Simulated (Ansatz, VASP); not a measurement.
# ZrZn in two plane-wave programs, part 2 of 2

Wanted: the spread between two codes on one cell, functional and k mesh. The cell is taken from a series of runs on this material, whose earlier steps may have relaxed, scaled, displaced or heated it; both programs get it as it stands.

VASP 6.6.1 and Ansatz 0.2.0.

So far: The structure; VASP: relaxation of cell and atoms, PBEsol; Ansatz: relaxation of cell and atoms, PBEsol; Differences.

**5. VASP: zone-centre phonons, PBEsol**

Level of this step: PBEsol; plane waves and PAW (Zr_sv, Zn) (VASP).

Second derivatives magnify differences that forces hide, and they need a tight electronic threshold.

File INCAR:

```
SYSTEM = ZrZn
PREC = Accurate
ENCUT = 500
EDIFF = 1E-08
NELM = 120
ISMEAR = 1
SIGMA = 0.2
LREAL = .FALSE.
ALGO = Normal
GGA = PS
NBANDS = 18
LASPH = .TRUE.
LORBIT = 11
LWAVE = .FALSE.
LCHARG = .FALSE.
ISIF = 2
IBRION = 8
GGA_COMPAT = .FALSE.
KPAR = 2
```

File POSCAR:

```
ZrZn
1.0
    3.2925263437      0.0000000000      0.0000000000
    0.0000000000      3.2925263437      0.0000000000
    0.0000000000      0.0000000000      3.2925263437
Zr Zn
1 1
Direct
    0.5000000000      0.5000000000      0.5000000000
    0.0000000000      0.0000000000      0.0000000000
```

File KPOINTS:

```
Automatic mesh
0
Gamma
12 12 12
0 0 0
```

PAW data sets: Zr_sv and Zn (PBE family, release 64).

On the command line:

```console
> mpirun -np 2 vasp_std
```

Numbers of over 12 decimals in the logs are rounded to 6 here.

Log:

```text
[banner, memory and clock lines left out]
running    2 mpi-ranks, on    1 nodes
[...]
[... a notice as in an earlier step ...]

 LDA part: xc-table for (Slater+PW92), standard interpolation
 POSCAR, INCAR and KPOINTS ok, starting setup
[...]
entering main loop
       N       E                     dE             d eps       ncg     rms          rms(c)
DAV:   1     0.181879585724E+03    0.18188E+03   -0.12807E+04  3080   0.169E+03
DAV:   2     0.115060986466E+01   -0.18073E+03   -0.17643E+03  3200   0.375E+02
DAV:   3    -0.116647810981E+02   -0.12815E+02   -0.12653E+02  4912   0.933E+01
DAV:   4    -0.119869795358E+02   -0.32220E+00   -0.32126E+00  3702   0.110E+01
[...]
DAV:  12    -0.112649339008E+02   -0.21015E-06   -0.31718E-06  3846   0.259E-02    0.201E-03
DAV:  13    -0.112649339202E+02   -0.19425E-07   -0.17404E-07  3976   0.516E-03    0.253E-04
DAV:  14    -0.112649339299E+02   -0.97143E-08   -0.21058E-08  2968   0.129E-03
   1 F= -.11264934E+02 E0= -.11266729E+02  d E =0.538480E-02
[...]
RMM:  12    -0.661947242959E+00    0.35391E-06   -0.12441E-06 17523   0.180E-03    0.138E-04
RMM:  13    -0.661947529409E+00   -0.28645E-06   -0.86950E-07 17480   0.141E-03    0.129E-04
RMM:  14    -0.661948099776E+00   -0.57037E-06   -0.63468E-07 17929   0.114E-03    0.142E-04
 first order change of Fermi-energy   0.51132E-03
 force on displaced ion       1 direction 1 :  -4.621  -0.000   0.000
 Linear response progress:
  Degree of freedom:   2/  2
       N       E                     dE             d eps       ncg     rms          rms(c)
RMM:   1    -0.208736530007E+00   -0.20874E+00    0.89055E-03 10526   0.237E+00
RMM:   2    -0.208316788971E+00    0.41974E-03   -0.26750E-03 11986   0.349E-01    0.670E-02
RMM:   3    -0.208369842950E+00   -0.53054E-04   -0.27053E-04 13186   0.843E-02    0.395E-02
RMM:   4    -0.208501826278E+00   -0.13198E-03   -0.94105E-05 13580   0.571E-02    0.470E-03
[...]
RMM:  16    -0.208503870151E+00    0.11795E-07    0.92554E-08 16210   0.114E-04    0.207E-05
RMM:  17    -0.208503846490E+00    0.23661E-07    0.66376E-08 15833   0.102E-04    0.706E-06
RMM:  18    -0.208503838570E+00    0.79202E-08    0.19770E-09 16260   0.889E-05    0.276E-06
 first order change of Fermi-energy  -0.17603E-03
 force on displaced ion       2 direction 1 :  -4.486  -0.000  -0.000
 Linear response finished
```

Parts of OUTCAR (step 5):

```text
  Total        0.0512083      0.0512083      0.0512083      0.0000000     -0.0000000     -0.0000000
  in kB        2.2985999      2.2985999      2.2985999      0.0000000     -0.0000000     -0.0000000
  external PRESSURE =       2.2985999 kB  Pullay stress =       0.0000000 kB

 POSITION                                       TOTAL-FORCE (eV/Angst)
 -----------------------------------------------------------------------------------
      1.64626      1.64626      1.64626         0.000000      0.000000      0.000000
      0.00000      0.00000      0.00000         0.000000      0.000000      0.000000
 -----------------------------------------------------------------------------------
    total drift:                                0.000000      0.000000     -0.000000

[... 1 part as in an earlier step ...]

[... 1 further part left out ...]
```

Energies printed during the response cycles are not total energies of the cell.

**6. Ansatz: zone-centre phonons, PBEsol**

The same cell, functional, mesh and smearing now go to Ansatz, which takes its cutoff from its data sets.

The cell is taken from a series of runs on this material, whose earlier steps may have relaxed, scaled, displaced or heated it; both programs get it as it stands.

File input.yaml:

```yaml
crystal:
  lattice:
    - [3.2925263437, 0.0, 0.0]
    - [0.0, 3.2925263437, 0.0]
    - [0.0, 0.0, 3.2925263437]
  atoms:
    - { symbol: Zr, position: [0.5, 0.5, 0.5] }
    - { symbol: Zn, position: [0.0, 0.0, 0.0] }
kpoints:
  mp_grid: { grid: [12, 12, 12] }
hamiltonian:
  xc: pbesol
  pseudopotentials: { kind: paw, azcp: { folder: soft_1 }, xc_functional: pbe }
scf:
  occupations: { method: methfessel_paxton, width: 0.2 }
output:
  eigenvalues: true
phonons:
  method: dfpt
```

On the command line:

```console
> ansatz run input.yaml --threads 4 --pin off --max-ram 10240MiB --backend cpu --events-out ev --progress --plain --runs-dir out
```

Log:

```text
[...]
Crystal: 2 atoms, lattice volume = 35.693 Å³
Basis set: ecut = 420 eV, 739 PW (Γ), exchange–correlation on 48×48×48 points (8 copies of the dense FFT grid, shifted against one another)
Bands: 16, of which v1, the nominal top of the filled ones, is band 12 counted from 1 (11 counted from 0)
Symmetry: 48 space group operations
k-points: 196 of 1728 (irreducible under 8 space group operations, time reversal used)
[...]
k mesh reduced under 8 symmetry operations, with k and −k counted as one. Each operation leaves every solved perturbation unchanged. A smaller set is not used because it would not reduce the number of displacements times k-points to solve
  ASR residual: 9.286e-5 → 0.000e0 eV/Å²; symmetrization residual: 6.880e-6 eV/Å²
  ASR residual per site (eV/Å²): 1.43e-5 9.29e-5
  Γ frequencies (cm⁻¹): 0.00 0.00 0.00 179.61 179.61 179.61
  non-analytic LO–TO correction: not included (Born effective charges unavailable; polar crystals: no LO–TO splitting at Γ)
[key lines of the parts left out:]
SCF converged after 10 iterations
Free energy (F): -7410.167361 eV
Fermi energy:    13.620443 eV
```

**7. Side by side**

The two programs side by side:

```
                  quantity  Ansatz   VASP  difference
optical mode 1 to 3 (cm⁻¹)   179.6  180.1     -0.27 %
```

Modes are paired by rising frequency, not by their patterns, so a pair may set unlike modes beside each other; they are those without the splitting of longitudinal modes.

**8. Outcome**

| Quantity | Value |
| --- | --- |
| difference in volume (relaxation of cell and atoms, PBEsol) | -0.19 % |
| r.m.s. difference of the optical zone-centre modes, each program's sorted by frequency (zone-centre phonons, PBEsol) | 0.48 cm⁻¹ |

What this shows: The difference in volume is -0.19 % (relaxation of cell and atoms, PBEsol), within the 1.2 % picked in this series as the mark of a large difference, as far as the stopping tolerances let one tell. 1 further run of this series is not shown here. Such differences can come from data sets, numerical settings and the points named under the comparisons, not from the functional's error against experiment.

[Lines on the potential files, build, host, timing and source positions are cut from VASP's logs without a mark.]

[Logs are printed without paths, hosts, clocks, repeated set-up lines and the standing remarks that a program may print on its own settings, such as how far it seeks lower states.]

[Hosts, paths, dates, database ids (printed as entryN), source tags and the programs' standing remarks are cut or masked in the printed files.]
